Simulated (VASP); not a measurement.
## KMgF3 with MS2: from relaxation to properties

Aim: relax KMgF3, then compute properties on the relaxed cell. The steps: full relaxation (MS2), single point with fields (MS2), bands along the symmetry lines (MS2), total and projected DOS (MS2), elastic constants (MS2), volume scan with MS2, fit for MS2 and bands along the symmetry lines (MS2), changed input. Left out of this account: 1 further run (core levels: core levels are not valid at this level). The start is a cell from a database of measured crystal structures.

Program: VASP 6.6.1. Level of theory: MS2; plane waves and PAW (K_sv, Mg, F). Results are calculated unless marked as measured.

## Step 1: Set-up

Before any relaxation, the start is as follows. Symmetry: Pm-3m, No. 221, cubic system. Conventional cell: a = 3.986 Å, b = 3.986 Å, c = 3.986 Å, α = 90.00°, β = 90.00°, γ = 90.00°. Nearest to K lie 12 F at 2.82 Å. Mg has 6 F at 1.99 Å nearest. Nearest to F lie 2 Mg at 1.99 Å and 4 K at 2.82 Å. Farther neighbours and most contacts between anions are not listed.

## Step 2: Full relaxation (MS2)

The start need not lie at this functional's minimum. ISIF = 3 frees volume, shape and positions, and EDIFFG sets the threshold on forces and stress at which the search stops.

Contents of INCAR:

```
SYSTEM = KMgF3
PREC = Accurate
ENCUT = 520
EDIFF = 1E-06
NELM = 100
ISMEAR = 0
SIGMA = 0.05
LREAL = .FALSE.
ALGO = Normal
METAGGA = MS2
LASPH = .TRUE.
NBANDS = 22
LORBIT = 11
LWAVE = .FALSE.
LCHARG = .FALSE.
KPAR = 2
IBRION = 2
NSW = 60
ISIF = 3
EDIFFG = -0.01
```

Contents of POSCAR:

```
KMgF3
1.0
    3.9859000000      0.0000000000      0.0000000000
    0.0000000000      3.9859000000      0.0000000000
    0.0000000000      0.0000000000      3.9859000000
K Mg F
1 1 3
Direct
    0.5000000000      0.5000000000      0.5000000000
    0.0000000000      0.0000000000      0.0000000000
    0.0000000000      0.0000000000      0.5000000000
    0.0000000000      0.5000000000      0.0000000000
    0.5000000000      0.0000000000      0.0000000000
```

Contents of KPOINTS:

```
Automatic mesh
0
Gamma
6 6 6
0 0 0
```

The projector-augmented-wave data sets are K_sv, Mg and F (PBE family, release 64).

Command:

```console
> mpirun -np 2 vasp_std
```

Log:

```text
[banner, memory and clock lines left out]
running    2 mpi-ranks, on    1 nodes
 distrk:  each k-point on    1 cores,    2 groups
 distr:  one band on    1 cores,    1 groups

 POSCAR found type information on POSCAR K MgF
 POSCAR found :  3 types and       5 ions
|                                                                             |
|               ----> ADVICE to this user running VASP <----                  |
|                                                                             |
|     You enforced a specific xc type in the INCAR file but a different       |
|     [... a line on the potential file left out ...]
|     I HOPE YOU KNOW WHAT YOU ARE DOING!                                     |
|                                                                             |

 LDA part: xc-table for (None), standard interpolation
 POSCAR, INCAR and KPOINTS ok, starting setup
 FFT: planning ... GRIDC
 FFT: planning ... GRID_SOFT
 FFT: planning ... GRID
 WAVECAR not read
 entering main loop
       N       E                     dE             d eps       ncg     rms          rms(c)
DAV:   1     0.188267983455E+03    0.18827E+03   -0.17030E+04   920   0.135E+03
DAV:   2    -0.416941408312E+02   -0.22996E+03   -0.22301E+03  1122   0.361E+02
DAV:   3    -0.536597656164E+02   -0.11966E+02   -0.11824E+02  1376   0.708E+01
DAV:   4    -0.540154033538E+02   -0.35564E+00   -0.35169E+00  1212   0.841E+00
DAV:   5    -0.540172809170E+02   -0.18776E-02   -0.18770E-02  1086   0.600E-01    0.908E+00
DAV:   6    -0.410491187847E+02    0.12968E+02   -0.18285E+01  1150   0.296E+01    0.386E+00
DAV:   7    -0.409858820807E+02    0.63237E-01   -0.13643E+00  1054   0.108E+01    0.258E+00
DAV:   8    -0.410732190203E+02   -0.87337E-01   -0.11600E-01  1094   0.297E+00    0.115E+00
DAV:   9    -0.411165593046E+02   -0.43340E-01   -0.10049E-01  1350   0.287E+00    0.582E-01
DAV:  10    -0.411145783204E+02    0.19810E-02   -0.95023E-03  1010   0.755E-01    0.292E-01
DAV:  11    -0.411159266991E+02   -0.13484E-02   -0.95860E-03  1420   0.942E-01    0.160E-01
DAV:  12    -0.411160865219E+02   -0.15982E-03   -0.23363E-03  1460   0.406E-01    0.374E-02
DAV:  13    -0.411160555064E+02    0.31015E-04   -0.56602E-04  1384   0.169E-01    0.644E-02
DAV:  14    -0.411160357226E+02    0.19784E-04   -0.66301E-05  1012   0.676E-02    0.379E-02
DAV:  15    -0.411160396586E+02   -0.39360E-05   -0.10461E-05  1242   0.278E-02    0.159E-02
DAV:  16    -0.411160416149E+02   -0.19563E-05   -0.37077E-06   992   0.181E-02    0.606E-03
DAV:  17    -0.411160419752E+02   -0.36031E-06   -0.18451E-07   506   0.368E-03
   1 F= -.41116042E+02 E0= -.41116042E+02  d E =-.411160E+02
 curvature:   0.00 expect dE= 0.000E+00 dE for cont linesearch  0.000E+00
 trial: gam= 0.00000 g(F)=  0.000E+00 g(S)=  0.149E-03 ort = 0.000E+00 (trialstep = 0.100E+01)
 search vector abs. value=  0.149E-03
 bond charge predicted
       N       E                     dE             d eps       ncg     rms          rms(c)
DAV:   1    -0.411176859258E+02   -0.16443E-02   -0.30989E-02   964   0.169E+00    0.297E-01
DAV:   2    -0.411163079375E+02    0.13780E-02   -0.55550E-03   916   0.591E-01    0.578E-02
DAV:   3    -0.411161446752E+02    0.16326E-03   -0.20181E-04  1012   0.132E-01    0.264E-02
DAV:   4    -0.411161256162E+02    0.19059E-04   -0.83327E-05  1148   0.799E-02    0.270E-02
DAV:   5    -0.411161284195E+02   -0.28032E-05   -0.98897E-06  1024   0.262E-02    0.176E-02
DAV:   6    -0.411161363045E+02   -0.78850E-05   -0.47148E-06   836   0.206E-02    0.176E-03
DAV:   7    -0.411161363115E+02   -0.69881E-08   -0.48735E-07   476   0.625E-03
   2 F= -.41116136E+02 E0= -.41116136E+02  d E =-.943363E-04
 trial-energy change:   -0.000094  1 .order   -0.000084   -0.000149   -0.000018
 step:   1.0891(harm=  1.1365)  dis= 0.00000  next Energy=   -41.116137 (dE=-0.951E-04)
 reached required accuracy - stopping structural energy minimisation
```

Elapsed: 41 s, on 2 MPI ranks of AMD EPYC 9R45, shared host; peak memory 0.33 GiB; 81 s of CPU time.

The logs omit lines about the potential files and the build; timing stands in the text.

OUTCAR, selected parts (step 2):

```text
ion  position               nearest neighbor table
   1  0.500  0.500  0.500-   3 2.82   4 2.82   5 2.82   4 2.82   5 2.82   3 2.82   5 2.82   5 2.82
                             3 2.82   4 2.82   4 2.82   3 2.82   2 3.45   2 3.45   2 3.45   2 3.45
   2  0.000  0.000  0.000-   3 1.99   4 1.99   5 1.99   3 1.99   4 1.99   5 1.99   1 3.45   1 3.45
                             1 3.45   1 3.45   1 3.45   1 3.45   1 3.45   1 3.45
   3  0.000  0.000  0.500-   2 1.99   2 1.99   1 2.82   1 2.82   1 2.82   1 2.82
   4  0.000  0.500  0.000-   2 1.99   2 1.99   1 2.82   1 2.82   1 2.82   1 2.82
   5  0.500  0.000  0.000-   2 1.99   2 1.99   1 2.82   1 2.82   1 2.82   1 2.82

  LATTYP: Found a simple cubic cell.
 ALAT       =     3.9859000000

 Subroutine GETGRP returns: Found 48 space group operations
 (whereof 48 operations were pure point group operations)

The static configuration has the point symmetry O_h .

 Found     20 irreducible k-points:

   k-points           NKPTS =     20   k-points in BZ     NKDIM =     20   number of bands    NBANDS=     22

   dimension x,y,z NGX =    30 NGY =   30 NGZ =   30
   dimension x,y,z NGXF=    60 NGYF=   60 NGZF=   60

   ENCUT  =  520.0 eV  38.22 Ry    6.18 a.u.   7.41  7.41  7.41*2*pi/ulx,y,z

   NELECT =      32.0000    total number of electrons

 k-points in reciprocal lattice and weights: Automatic mesh
   0.00000000  0.00000000  0.00000000       0.005
   0.16666667  0.00000000  0.00000000       0.028
   0.33333333  0.00000000  0.00000000       0.028
   0.50000000  0.00000000  0.00000000       0.014
   0.16666667  0.16666667  0.00000000       0.056
   0.33333333  0.16666667  0.00000000       0.111
   0.50000000  0.16666667  0.00000000       0.056
   0.33333333  0.33333333  0.00000000       0.056
   0.50000000  0.33333333  0.00000000       0.056
[...]
0.50000000  0.50000000  0.33333333       0.028
   0.50000000  0.50000000  0.50000000       0.005

 average (electrostatic) potential at core
       1 -37.7262       2 -40.3341       3 -81.7232       4 -81.7232       5 -81.7232

 E-fermi :  -1.7109

 k-point     1 :       0.0000    0.0000    0.0000
  band No.  band energies     occupation
    ...
     12      -2.5665      2.00000
     13      -2.5665      2.00000
     14      -2.2644      2.00000
     15      -2.2644      2.00000
     16      -2.2644      2.00000
     17       5.8954      0.00000
     18       8.7583      0.00000
     19       8.7583      0.00000
     20      11.1365      0.00000
     21      11.1365      0.00000
    ...

 k-point     2 :       0.1667    0.0000    0.0000
  band No.  band energies     occupation
    ...
     12      -2.6215      2.00000
     13      -2.6215      2.00000
     14      -2.5184      2.00000
     15      -2.3173      2.00000
     16      -2.3173      2.00000
     17       6.3852      0.00000
     18       9.0155      0.00000
     19       9.0582      0.00000
     20      11.2839      0.00000
     21      11.2914      0.00000
    ...

 k-point     3 :       0.3333    0.0000    0.0000
  band No.  band energies     occupation
    ...
     12      -2.7460      2.00000
     13      -2.7389      2.00000
     14      -2.7389      2.00000
     15      -2.4193      2.00000
     16      -2.4193      2.00000
     17       7.5890      0.00000
     18       9.5226      0.00000
     19       9.5644      0.00000
     20      11.6088      0.00000
     21      11.6088      0.00000
    ...

  Total       -0.0086277     -0.0086277     -0.0086277      0.0000000      0.0000000     -0.0000000
  in kB       -0.2187402     -0.2187402     -0.2187402      0.0000000      0.0000000     -0.0000000
  external PRESSURE =      -0.2187402 kB  Pullay stress =       0.0000000 kB

  energy-cutoff  :      520.00
  volume of cell :       63.19
      direct lattice vectors                 reciprocal lattice vectors
     3.983137341  0.000000000 -0.000000000     0.251058378 -0.000000000 -0.000000000
     0.000000000  3.983137341 -0.000000000    -0.000000000  0.251058378 -0.000000000
     0.000000000  0.000000000  3.983137341     0.000000000  0.000000000  0.251058378

 POSITION                                       TOTAL-FORCE (eV/Angst)
 -----------------------------------------------------------------------------------
      1.99157      1.99157      1.99157        -0.000000      0.000000      0.000000
      0.00000      0.00000      0.00000         0.000000     -0.000000      0.000000
      0.00000      0.00000      1.99157         0.000000      0.000000      0.000000
      0.00000      1.99157     -0.00000         0.000000     -0.000000      0.000000
      1.99157      0.00000     -0.00000        -0.000000     -0.000000      0.000000
 -----------------------------------------------------------------------------------
    total drift:                                0.000000     -0.000000      0.000000

  FREE ENERGIE OF THE ION-ELECTRON SYSTEM (eV)
  ---------------------------------------------------
  free  energy   TOTEN  =       -41.1161363115 eV

  energy  without entropy=      -41.1161363115  energy(sigma->0) =      -41.11613631

 reached required accuracy - stopping structural energy minimisation

 total charge
# of ion       s       p       d       tot
------------------------------------------
    1        1.964   5.608   0.024   7.596
    2        0.127   0.159   0.074   0.359
    3        1.756   4.434   0.000   6.189
    4        1.756   4.434   0.000   6.189
    5        1.756   4.434   0.000   6.189
--------------------------------------------------
tot          7.358  19.067   0.098  26.523

[... 3 further parts left out ...]
```

The gap is read on the k-mesh alone, so it is an upper bound where the band edges lie off the mesh. The PAW data sets were made with PBE, which is usual practice but a small mismatch for other functionals. The run keeps the 48 symmetry operations of its start, so it cannot find a distortion of lower symmetry.

Little changed from the start: no atom moved by 0.005 Å and no cell edge by 0.1 %.

Numbers from this step:

```
electrons                       : 32
bands                           : 22
irreducible k-points            : 20
symmetry operations             : 48
free energy (TOTEN)             : -41.12 eV
Fermi energy                    : -1.711 eV
pressure                        : -0.02187 GPa
metallic                        : no
valence top at k                : 0.5, 0.5, 0.5
conduction bottom at k          : 0, 0, 0
least direct gap at k           : 0, 0, 0
SCF cycles over all ionic steps : 24
gap on the k-mesh               : 7.834 eV
least direct gap on the k-mesh  : 8.160 eV
```

It ends with forces that vanish by symmetry and a pressure of -0.02 GPa. The volume lies -0.2 % from that of the database's start, which holds the thermal and zero-point expansion of its experiment.

(Part 1 of 5 ends here.)

[Lines on the potential files, build, host, timing and source positions are cut from VASP's logs without a mark.]

[Logs are printed without paths, hosts, clocks, repeated set-up lines and the standing remarks that a program may print on its own settings, such as how far it seeks lower states.]

[Hosts, paths, dates, database ids (printed as entryN), source tags and the programs' standing remarks are cut or masked in the printed files.]

[A measured line is paired with the nearest computed mode of its activity, which favours agreement.]
